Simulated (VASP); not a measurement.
An input for Quantum ESPRESSO's pw.x (written as the equivalent of a VASP run, and not itself run):

```
&CONTROL
  calculation = 'scf'
  pseudo_dir = './pseudo'
  outdir = './out'
  tprnfor = .true.
  tstress = .true.
/
&SYSTEM
  ibrav = 0
  nat = 2
  ntyp = 2
  ecutwfc = 84
  occupations = 'tetrahedra'
  input_dft = 'pbe'
  vdw_corr = 'grimme-d3'
  dftd3_version = 3
  dftd3_threebody = .false.
/
&ELECTRONS
  conv_thr = 7.3e-09
  electron_maxstep = 100
/
ATOMIC_SPECIES
  Hf 178.490 Hf.upf
  N 14.007 N.upf
CELL_PARAMETERS angstrom
    -0.0000000    2.2517297    2.2517297
     2.2517297    0.0000000    2.2517297
     2.2517297    2.2517297   -0.0000000
ATOMIC_POSITIONS crystal
  Hf   0.0000000  0.0000000  0.0000000
  N    0.5000000  0.5000000  0.5000000
K_POINTS automatic
  16 16 16 0 0 0
```

Question: Write the VASP files for the same calculation (PBE-D3 (zero damping)).

Answer: This is not unique; one that fits is 
File POSCAR:
```
HfN
1
   -0.0000000000     2.2517296606     2.2517296606
    2.2517296606     0.0000000000     2.2517296606
    2.2517296606     2.2517296606    -0.0000000000
Hf N
1 1
Direct
  0.0000000000   0.0000000000   0.0000000000
  0.5000000000   0.5000000000   0.5000000000
```

File KPOINTS:
```
Automatic mesh
0
Gamma
16 16 16
0 0 0
```

INCAR:
```
ALGO = Normal
EDIFF = 1E-7
ENCUT = 520
GGA = PE
ISIF = 2
ISMEAR = -5
IVDW = 11
LASPH = .TRUE.
LCHARG = .TRUE.
LMAXMIX = 6
LORBIT = 11
LREAL = .FALSE.
LWAVE = .FALSE.
NEDOS = 601
NELM = 100
PREC = Accurate
SYSTEM = HfN
```

POTCAR, in this order: Hf_pv N (PBE.64 set). Program: vasp_std.

Limits of the translation: the potentials are each code's own (VASP's PAW set, PseudoDojo norm-conserving files in pw.x), so ENCUT and ecutwfc are chosen apart and not converted; conv_thr bounds pw.x's estimated SCF error, while EDIFF bounds the energy change between steps.

The compound is HfN in the rock salt structure. It was relaxed first.
